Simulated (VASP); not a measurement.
# Ti2Te2P (R-3m) in VASP: single point with LDA

Aim: the single point of Ti2Te2P with LDA.

Program: VASP 6.6.1. These are calculated values, not measurements. Logs are shortened: lines on timing, memory, paths and dates and some standing lists are left out, and cuts for length are marked.

**1. The structure**

Symmetry: R-3m, No. 166, trigonal system. Conventional cell: a = 3.650 Å, b = 3.650 Å, c = 29.833 Å, α = 90.00°, β = 90.00°, γ = 120.00°. Ti (site symmetry 3m) is surrounded by 3 P at 2.49 Å and 3 Te at 2.78 Å. Te (site symmetry 3m) has 3 Ti at 2.78 Å as nearest neighbours. P (site symmetry -3m) has 6 Ti at 2.49 Å as nearest neighbours.

The cell is a database's computed one.

**2. Single point, LDA**

Contents of INCAR:

```
SYSTEM = Ti2Te2P
PREC = Accurate
ENCUT = 520
EDIFF = 1E-6
ISMEAR = 0
SIGMA = 0.1
LREAL = .False.
LASPH = .True.
NELM = 100
ALGO = Normal
ISIF = 2
LWAVE = .False.
LCHARG = .True.
LELF = .True.
LVHAR = .True.
NBANDS = 28
```

Contents of KPOINTS:

```
Automatic mesh
0
Gamma
  6 6 6
  0 0 0
```

Contents of POSCAR:

```
Ti2Te2P
1.0
    1.8251794314      1.0537678360      9.9444565052
   -1.8251794314      1.0537678360      9.9444565052
    0.0000000000     -2.1075356720      9.9444565052
Ti Te P
2 2 1
Direct
    0.6221626300      0.6221626300      0.6221626300
    0.3778373700      0.3778373700      0.3778373700
    0.2282527500      0.2282527500      0.2282527500
    0.7717472500      0.7717472500      0.7717472500
    0.0000000000      0.0000000000      0.0000000000
```

Potentials or basis: VASP PAW LDA potentials, release 64 (Ti_sv, Te, P).

On the command line:

```console
$ cat potpaw_LDA.64/Ti_sv/POTCAR potpaw_LDA.64/Te/POTCAR potpaw_LDA.64/P/POTCAR > POTCAR
$ mpirun -np 1 vasp_std > vasp.out
```

OUTCAR:

```text
SYSTEM = Ti2Te2P
   PREC = Accurate
   ENCUT = 520
   EDIFF = 1E-6
   ISMEAR = 0
   LREAL = .False.
   LASPH = .True.
   NELM = 100
   ISIF = 2

 ion  position               nearest neighbor table
   1  0.622  0.622  0.622-   5 2.49   5 2.49   5 2.49   3 2.78   3 2.78   3 2.78
   2  0.378  0.378  0.378-   5 2.49   5 2.49   5 2.49   4 2.78   4 2.78   4 2.78
   3  0.228  0.228  0.228-   1 2.78   1 2.78   1 2.78
   4  0.772  0.772  0.772-   2 2.78   2 2.78   2 2.78
   5  0.000  0.000  0.000-   1 2.49   2 2.49   1 2.49   1 2.49   2 2.49   2 2.49

  LATTYP: Found a trigonal (rhomboedric) cell.
 ALAT       =    10.1653293991
 COS(alpha) =     0.9355239809

  Lattice vectors:

 A1 = (   1.8251794314,   1.0537678360,   9.9444565052)
 A2 = (  -1.8251794314,   1.0537678360,   9.9444565052)
 A3 = (   0.0000000000,  -2.1075356720,   9.9444565052)

Analysis of symmetry for initial positions (statically):
=====================================================================
 Subroutine PRICEL returns:
 Original cell was already a primitive cell.

 Routine SETGRP: Setting up the symmetry group for a
 trigonal (rhombohedral) supercell.

 Subroutine GETGRP returns: Found 12 space group operations
 (whereof 12 operations were pure point group operations)
 out of a pool of 12 trial point group operations.

The static configuration has the point symmetry D_3d.

Analysis of symmetry for dynamics (positions and initial velocities):
=====================================================================
 Subroutine PRICEL returns:
 Original cell was already a primitive cell.

 Routine SETGRP: Setting up the symmetry group for a
 trigonal (rhombohedral) supercell.

 Subroutine GETGRP returns: Found 12 space group operations
 (whereof 12 operations were pure point group operations)
 out of a pool of 12 trial point group operations.

The dynamic configuration has the point symmetry D_3d.

 Subroutine INISYM returns: Found 12 space group operations
 (whereof 12 operations are pure point group operations),
 and found     1 'primitive' translations

----------------------------------------------------------------------------------------

                                     Primitive cell

  volume of cell :     114.7580

  direct lattice vectors                    reciprocal lattice vectors
     1.825179431  1.053767836  9.944456505     0.273945669  0.158162606  0.033519512
    -1.825179431  1.053767836  9.944456505    -0.273945669  0.158162606  0.033519512
     0.000000000 -2.107535672  9.944456505     0.000000000 -0.316325211  0.033519512

  length of vectors
    10.165329399 10.165329399 10.165329399     0.318096207  0.318096207  0.318096207

  position of ions in fractional coordinates (direct lattice)
     0.622162630  0.622162630  0.622162630
     0.377837370  0.377837370  0.377837370
     0.228252750  0.228252750  0.228252750
     0.771747250  0.771747250  0.771747250
     0.000000000  0.000000000  0.000000000

  ion indices of the primitive-cell ions
   primitive index   ion index
                 1           1
                 2           2
                 3           3
                 4           4
                 5           5

----------------------------------------------------------------------------------------

 KPOINTS: Automatic mesh

Automatic generation of k-mesh.
 Grid dimensions read from file:
 generate k-points for:    6    6    6

 Generating k-lattice:

  Cartesian coordinates                     Fractional coordinates (reciprocal lattice)
     0.045657611  0.026360434  0.005586585     0.166666667  0.000000000  0.000000000
    -0.045657611  0.026360434  0.005586585     0.000000000  0.166666667  0.000000000
     0.000000000 -0.052720869  0.005586585     0.000000000  0.000000000  0.166666667

  Length of vectors
     0.053016035  0.053016035  0.053016035

  Shift w.r.t. Gamma in fractional coordinates (k-lattice)
     0.000000000  0.000000000  0.000000000

 Subroutine IBZKPT returns following result:
 ===========================================

 Found     32 irreducible k-points:

 Following reciprocal coordinates:
            Coordinates               Weight
  0.000000  0.000000  0.000000      1.000000
  0.166667 -0.000000 -0.000000      6.000000
  0.333333 -0.000000 -0.000000      6.000000
  0.500000 -0.000000 -0.000000      3.000000
  0.166667  0.166667 -0.000000      6.000000
  0.333333  0.166667  0.000000     12.000000
[... 16 lines left out ...]
  0.500000  0.500000  0.166667      6.000000
 -0.333333  0.500000  0.166667     12.000000
 [... further k-points ...]
   k-points           NKPTS =     32   k-points in BZ     NKDIM =     32   number of bands    NBANDS=     28
   number of dos      NEDOS =    301   number of ions     NIONS =      5
   total plane-waves  NPLWV = 512000
   dimension x,y,z NGX =    80 NGY =   80 NGZ =   80
   dimension x,y,z NGXF=   160 NGYF=  160 NGZF=  160
   ions per type =               2   2   1
   NGX,Y,Z   is equivalent  to a cutoff of  13.08, 13.08, 13.08 a.u.
   NGXF,Y,Z  is equivalent  to a cutoff of  26.17, 26.17, 26.17 a.u.
 SYSTEM =  Ti2Te2P
   PREC   = accura    normal or accurate (medium, high low for compatibility)
   ISTART =      0    job   : 0-new  1-cont  2-samecut
   ICHARG =      2    charge: 1-file 2-atom 10-const
   ISPIN  =      1    spin polarized calculation?
   LNONCOLLINEAR =      F non collinear calculations
   LSORBIT =      F    spin-orbit coupling
   LASPH  =      T    aspherical Exc in radial PAW
   ENCUT  =  520.0 eV  38.22 Ry    6.18 a.u.  18.90 18.90 18.90*2*pi/ulx,y,z
   NELM   =    100;   NELMIN=  2; NELMDL= -5     # of ELM steps
   EDIFF  = 0.1E-05   stopping-criterion for ELM
   LREAL  =      F    real-space projection
   EDIFFG = 0.1E-04   stopping-criterion for IOM
   NSW    =      0    number of steps for IOM
   IBRION =     -1    ionic relax: 0-MD 1-quasi-New 2-CG
   NFREE  =      0    steps in history (QN), initial steepest desc. (CG)
   ISIF   =      2    stress and relaxation
   ISYM   =      2    0-nonsym 1-usesym 2-fastsym
   POTIM  = 0.5000    time-step for ionic-motion
   TEBEG  =    0.0;   TEEND  =   0.0 temperature during run
   PSTRESS=    0.0 pullay stress
   NELECT =      41.0000    total number of electrons
   NUPDOWN=      -1.0000    fix difference up-down
   EMIN   =  10.00;   EMAX   =-10.00  energy-range for DOS
   EFERMI =   0.00;   METHOD = LEGACY
   ISMEAR =     0;   SIGMA  =   0.10  broadening in eV -4-tet -1-fermi 0-gaus
   EFERMI_NEDOS =   21; number of points for ismear=-14 and -15
   IALGO  =     38    algorithm
   IMIX   =      4    mixing-type and parameters
     AMIX     =   0.40;   BMIX     =  1.00
     AMIX_MAG =   1.60;   BMIX_MAG =  1.00
  volume/ion in A,a.u.               =      22.95       154.88
  Fermi-wavevector in a.u.,A,eV,Ry     =   1.161650  2.195200 18.360110  1.349430
  Thomas-Fermi vector in A             =   2.298219
   LORBIT       =      0    0 simple, 1 ext, 2 COOP (PROOUT), +10 PAW based schemes
   GGA     = CA    functional components
   LHFCALC =     F    Hartree Fock is set to
   AEXX    =    0.0000 exact exchange contribution
   IVDW    =     0    specifies the selected vdW correction
   LEPSILON=     F    determine dielectric tensor
   LRPA    =     F    only Hartree local field effects (RPA)
 non-spin polarized calculation
 Gauss-broadening in eV      SIGMA  =   0.10
  energy-cutoff  :      520.00
  volume of cell :      114.76
 maximum number of plane-waves:      3108
 NGX is ok and might be reduce to    80
   NGX = 37   NGY = 37   NGZ = 37

 number of electron      41.0000003 magnetization

 Free energy of the ion-electron system (eV)
  ---------------------------------------------------
  ext. energy  EPLUGINS =         0.00000000
  ---------------------------------------------------
  free energy    TOTEN  =       -35.47337309 eV

  energy without entropy =      -35.45905955  energy(sigma->0) =      -35.46621632

 E-fermi :   6.8122     XC(G=0): -10.3316

 val. band max:        6.7668801180   @ k =   0.5000   0.1667  -0.0000
 cond. band min:       6.8711932819   @ k =  -0.3333   0.5000   0.1667
 fundamental gap:      0.1043131638
 Fermi energy:         6.8122451029

 k-point     1 :       0.0000    0.0000    0.0000
  band No.  band energies     occupation
      1     -49.6895      2.00000
      2     -49.6788      2.00000
      3     -26.3639      2.00000
      4     -26.3380      2.00000
      5     -26.3380      2.00000
      6     -26.3234      2.00000
[... 20 lines left out ...]
     27       9.4288      0.00000
     28       9.4288      0.00000

 k-point     2 :       0.1667   -0.0000   -0.0000
  band No.  band energies     occupation
      1     -49.6875      2.00000
      2     -49.6781      2.00000
      3     -26.3646      2.00000
      4     -26.3558      2.00000
      5     -26.3438      2.00000
      6     -26.3322      2.00000
[... 20 lines left out ...]
     27       9.2435      0.00000
     28       9.2831      0.00000

 k-point     3 :       0.3333   -0.0000   -0.0000
  band No.  band energies     occupation
      1     -49.6832      2.00000
      2     -49.6772      2.00000
      3     -26.3963      2.00000
      4     -26.3810      2.00000
      5     -26.3545      2.00000
      6     -26.3305      2.00000
[... 20 lines left out ...]
     27       9.0816      0.00000
     28       9.4452      0.00000

 k-point     4 :       0.5000   -0.0000   -0.0000
  band No.  band energies     occupation
      1     -49.6806      2.00000
      2     -49.6772      2.00000
      3     -26.4146      2.00000
      4     -26.3949      2.00000
      5     -26.3596      2.00000
      6     -26.3332      2.00000
[... 578 lines left out ...]
     27       8.8517      0.00000
     28       9.7677      0.00000

 k-point    23 :       0.5000    0.5000    0.1667
  band No.  band energies     occupation
      1     -49.6832      2.00000
      2     -49.6772      2.00000
      3     -26.3963      2.00000
      4     -26.3810      2.00000
      5     -26.3545      2.00000
      6     -26.3305      2.00000
[... 20 lines left out ...]
     27       9.1749      0.00000
     28       9.7617      0.00000

 k-point    24 :      -0.3333    0.5000    0.1667
  band No.  band energies     occupation
      1     -49.6806      2.00000
      2     -49.6771      2.00000
      3     -26.4045      2.00000
      4     -26.3891      2.00000
      5     -26.3674      2.00000
      6     -26.3441      2.00000
[... 20 lines left out ...]
     27       8.8982      0.00000
     28       9.6230      0.00000

 [... further k-points ...]

------------------------ aborting loop because EDIFF is reached ----------------------------------------

  FORCE on cell =-STRESS in cart. coord.  units (eV):
  Direction    XX          YY          ZZ          XY          YZ          ZX
  --------------------------------------------------------------------------------------
  -------------------------------------------------------------------------------------
  Total       -3.8576040     -3.8576040     -3.3726550      0.0000000     -0.0000000      0.0000000
  in kB      -53.8574049    -53.8574049    -47.0868559      0.0000000     -0.0000000      0.0000000
  external PRESSURE =     -51.6005552 kB  Pullay stress =       0.0000000 kB

 VOLUME and BASIS-vectors are now :
 -----------------------------------------------------------------------------
  energy-cutoff  :      520.00
  volume of cell :      114.76
      direct lattice vectors                 reciprocal lattice vectors
     1.825179431  1.053767836  9.944456505     0.273945669  0.158162606  0.033519512
    -1.825179431  1.053767836  9.944456505    -0.273945669  0.158162606  0.033519512
     0.000000000 -2.107535672  9.944456505     0.000000000 -0.316325211  0.033519512

 POSITION                                       TOTAL-FORCE (eV/Angst)
 -----------------------------------------------------------------------------------
      0.00000      0.00000     18.56121         0.000000     -0.000000      0.205497
      0.00000      0.00000     11.27216         0.000000      0.000000     -0.205497
      0.00000      0.00000      6.80955         0.000000      0.000000      0.218026
      0.00000      0.00000     23.02382         0.000000     -0.000000     -0.218026
      0.00000      0.00000      0.00000         0.000000      0.000000      0.000000
 -----------------------------------------------------------------------------------
    total drift:                                0.000000      0.000000      0.000000

  FREE ENERGIE OF THE ION-ELECTRON SYSTEM (eV)
  ---------------------------------------------------
  free  energy   TOTEN  =       -35.4733730891 eV

  energy  without entropy=      -35.4590595542  energy(sigma->0) =      -35.46621632
```

It took 25 min on 1 thread of AMD EPYC 7R13 (Zen 3), shared host; peak memory 0.64 GiB.

Results:

* Free energy: -35.4734 eV
* Pressure: -5.2 GPa
* Largest force: 0.218 eV/Å
* Band gap on the k mesh: none (metal or under the smearing width)

Forces in eV/Å, atoms in the order of the input:
```
Ti   0.000  0.000  0.205
Ti   0.000  0.000 -0.205
Te   0.000  0.000  0.218
Te   0.000  0.000 -0.218
P    0.000  0.000  0.000
```

Stress tensor (GPa, compression positive):
```
-5.39  0.00  0.00
 0.00 -5.39  0.00
 0.00  0.00 -4.71
```
